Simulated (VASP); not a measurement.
Output of a VASP run:

### OUTCAR
```
 ion  position               nearest neighbor table
   1  0.750  0.750  0.000-   4 2.69   4 2.69   3 2.72   3 2.72   3 2.72   3 2.72
   2  0.500  0.000  0.500-   3 2.69   3 2.69   4 2.72   4 2.72   4 2.72   4 2.72
   3  0.166  0.166  0.000-   2 2.69   2 2.69   1 2.72   1 2.72   1 2.72   1 2.72   4 3.51   4 3.51
                             4 3.51   4 3.51
   4  0.916  0.416  0.500-   1 2.69   1 2.69   2 2.72   2 2.72   2 2.72   2 2.72   3 3.51   3 3.51
                             3 3.51   3 3.51
  LATTYP: Found a body centered tetragonal cell.
 ALAT       =     3.5721920000
 C/A-ratio  =     3.3855078338
 Subroutine PRICEL returns:
 Original cell was already a primitive cell.
 Subroutine GETGRP returns: Found  8 space group operations
The static configuration has the point symmetry C_2v.
 The point group associated with its full space group is C_4v.
The dynamic configuration has the point symmetry C_2v.
 Subroutine INISYM returns: Found  8 space group operations
 Subroutine IBZKPT returns following result:
 Found     59 irreducible k-points:

 Following reciprocal coordinates:
            Coordinates               Weight
  0.000000  0.000000  0.000000      1.000000
  0.125000  0.000000  0.000000      8.000000
  0.250000  0.000000  0.000000      8.000000
  0.375000 -0.000000  0.000000      8.000000
  0.500000  0.000000  0.000000      4.000000
  0.125000  0.125000  0.000000      8.000000
  0.250000  0.125000  0.000000     16.000000
  0.375000  0.125000  0.000000     16.000000
  0.500000  0.125000  0.000000     16.000000
 -0.375000  0.125000 -0.000000     16.000000
 -0.250000  0.125000  0.000000     16.000000
 -0.125000  0.125000  0.000000      4.000000
  0.250000  0.250000  0.000000      8.000000
  0.375000  0.250000  0.000000     16.000000
  0.500000  0.250000  0.000000     16.000000
 -0.375000  0.250000 -0.000000     16.000000
 -0.250000  0.250000  0.000000      4.000000
  0.375000  0.375000  0.000000      8.000000
  0.500000  0.375000  0.000000     16.000000
 -0.375000  0.375000  0.000000      4.000000
  0.500000  0.500000  0.000000      2.000000
  0.125000  0.125000  0.125000      8.000000
  0.250000  0.125000  0.125000     16.000000
  0.375000  0.125000  0.125000      8.000000
 -0.125000  0.125000  0.125000      4.000000
  0.250000  0.250000  0.125000      8.000000
  0.375000  0.250000  0.125000     16.000000
  0.500000  0.250000  0.125000      8.000000
 -0.250000  0.250000  0.125000      8.000000
 -0.125000  0.250000  0.125000      8.000000
  0.375000  0.375000  0.125000      4.000000
 -0.375000  0.375000  0.125000      8.000000
 -0.250000  0.375000  0.125000     16.000000
 -0.125000  0.375000  0.125000      8.000000
  0.500000  0.500000  0.125000      4.000000
 -0.375000  0.500000  0.125000     16.000000
 -0.250000  0.500000  0.125000     16.000000
 -0.125000  0.500000  0.125000      8.000000
 -0.375000 -0.375000  0.125000      8.000000
 -0.250000 -0.375000  0.125000     16.000000
   k-points           NKPTS =     59   k-points in BZ     NKDIM =     59   number of bands    NBANDS=     24
   number of dos      NEDOS =    301   number of ions     NIONS =      4
   total plane-waves  NPLWV =  64000
   dimension x,y,z NGX =    40 NGY =   40 NGZ =   40
   dimension x,y,z NGXF=    80 NGYF=   80 NGZF=   80
   ions per type =               2   2
   PREC   = accura    normal or accurate (medium, high low for compatibility)
   ISTART =      0    job   : 0-new  1-cont  2-samecut
   ICHARG =      2    charge: 1-file 2-atom 10-const
   ISPIN  =      1    spin polarized calculation?
   LNONCOLLINEAR =      F non collinear calculations
   LSORBIT =      F    spin-orbit coupling
   INIWAV =      1    electr: 0-lowe 1-rand  2-diag
   ENCUT  =  350.0 eV  25.72 Ry    5.07 a.u.  10.00 10.00 10.00*2*pi/ulx,y,z
   NELM   =    100;   NELMIN=  2; NELMDL= -5     # of ELM steps
   EDIFF  = 0.1E-05   stopping-criterion for ELM
   LREAL  =      F    real-space projection
   NLSPLINE    = F    spline interpolate recip. space projectors
...
```

OSZICAR:
```
       N       E                     dE             d eps       ncg     rms          rms(c)
DAV:   1     0.261563940770E+03    0.26156E+03   -0.18801E+04  3336   0.119E+03
DAV:   2    -0.139804621394E+02   -0.27554E+03   -0.27215E+03  3376   0.347E+02
DAV:   3    -0.232769884977E+02   -0.92965E+01   -0.91582E+01  3528   0.613E+01
DAV:   4    -0.234246116107E+02   -0.14762E+00   -0.14746E+00  3200   0.761E+00
DAV:   5    -0.234282705829E+02   -0.36590E-02   -0.36586E-02  3584   0.115E+00    0.154E+01
DAV:   6    -0.232224749939E+02    0.20580E+00   -0.35613E-01  3200   0.470E+00    0.830E+00
DAV:   7    -0.231708921743E+02    0.51583E-01   -0.27839E-01  2968   0.228E+00    0.183E+00
DAV:   8    -0.231555634267E+02    0.15329E-01   -0.93704E-02  3096   0.231E+00    0.104E+00
DAV:   9    -0.231556899579E+02   -0.12653E-03   -0.26886E-03  3304   0.280E-01    0.842E-01
DAV:  10    -0.231550943295E+02    0.59563E-03   -0.42323E-03  2920   0.540E-01    0.394E-01
DAV:  11    -0.231549214144E+02    0.17292E-03   -0.28780E-04  3128   0.105E-01    0.298E-01
DAV:  12    -0.231549112163E+02    0.10198E-04   -0.28185E-05  3104   0.279E-02    0.165E-01
DAV:  13    -0.231549019259E+02    0.92904E-05   -0.58802E-06  2912   0.149E-02    0.115E-01
DAV:  14    -0.231548945043E+02    0.74216E-05   -0.70098E-06  2864   0.143E-02    0.657E-02
DAV:  15    -0.231548922829E+02    0.22214E-05   -0.21129E-06  1536   0.811E-03    0.372E-02
DAV:  16    -0.231548914299E+02    0.85307E-06   -0.15412E-06  1544   0.569E-03
   1 F= -.23154891E+02 E0= -.23151759E+02  d E =-.626505E-02
```

### OUTCAR
```
------------------------ aborting loop because EDIFF is reached ----------------------------------------
  FORCE on cell =-STRESS in cart. coord.  units (eV):
  Direction    XX          YY          ZZ          XY          YZ          ZX
  --------------------------------------------------------------------------------------
  Total        1.5741782      1.5741782      0.0014075      0.0000000      0.0000000      0.0000000
  in kB       32.6863389     32.6863389      0.0292264      0.0000000      0.0000000      0.0000000
  external PRESSURE =      21.8006348 kB  Pullay stress =       0.0000000 kB
  volume of cell :       77.16
      direct lattice vectors                 reciprocal lattice vectors
    -1.786096000  1.786096000  6.046842000     0.000000000  0.279940160  0.082687790
     1.786096000 -1.786096000  6.046842000     0.279940160  0.000000000  0.082687790
     1.786096000  1.786096000 -6.046842000     0.279940160  0.279940160  0.000000000
 POSITION                                       TOTAL-FORCE (eV/Angst)
 -----------------------------------------------------------------------------------
      0.00000      0.00000      9.07026        -0.000000      0.000000     -0.028633
      0.00000      1.78610      0.00000         0.000000     -0.000000     -0.028633
      0.00000      0.00000      2.00755        -0.000000      0.000000      0.028633
      0.00000      1.78610      5.03097         0.000000     -0.000000      0.028633
 -----------------------------------------------------------------------------------
    total drift:                                0.000000      0.000000     -0.001838
  FREE ENERGIE OF THE ION-ELECTRON SYSTEM (eV)
  ---------------------------------------------------
  free  energy   TOTEN  =       -23.1548914299 eV

  energy  without entropy=      -23.1486263791  energy(sigma->0) =      -23.15175890
```
(Selected blocks of OUTCAR.)

File POSCAR:
```
TeRu
1
   -1.7860960000     1.7860960000     6.0468420000
    1.7860960000    -1.7860960000     6.0468420000
    1.7860960000     1.7860960000    -6.0468420000
Ru Te
2 2
Direct
  0.7500000000   0.7500000000   0.0000000000
  0.5000000000   0.0000000000   0.5000000000
  0.1660000000   0.1660000000   0.0000000000
  0.9160000000   0.4160000000   0.5000000000
```

Question: Write an INCAR and KPOINTS that could have produced this output.

Answer: One answer among several that fit: the input of the run itself, PBE GGA, plane waves, VASP's PBE PAW potentials (set 64).

### KPOINTS
```
Regular mesh
0
G
 8 8 8
0 0 0
```

### INCAR
```
NELM = 100   # most electronic steps
SYSTEM = TeRu
LREAL = .FALSE.
LCHARG = .FALSE.
EDIFF = 1E-6
LMAXMIX = 4   # l cut-off of mixed one-centre charges
LASPH = .TRUE.   # aspherical one-centre terms
SIGMA = 0.05   # width (eV)
ISIF = 2   # forces and stress, cell fixed
ISMEAR = 0   # Gaussian
GGA = PE   # PBE
ALGO = Normal   # blocked Davidson
LWAVE = .FALSE.
PREC = Accurate
ENCUT = 350
```

POTCAR, in this order: Ru_pv Te (PBE.64 set). Program: vasp_std.

The structure was generated: TeRu was put into the NbAs type (I4_1md), which need not be its known phase. The cell was not relaxed at this level. The k-mesh is coarse (spacing up to 0.31 per Å, 2π included), so the numbers may not be converged in it. The run is one of a series of settings (ENCUT = 350 against the base run), some of them coarse on purpose.
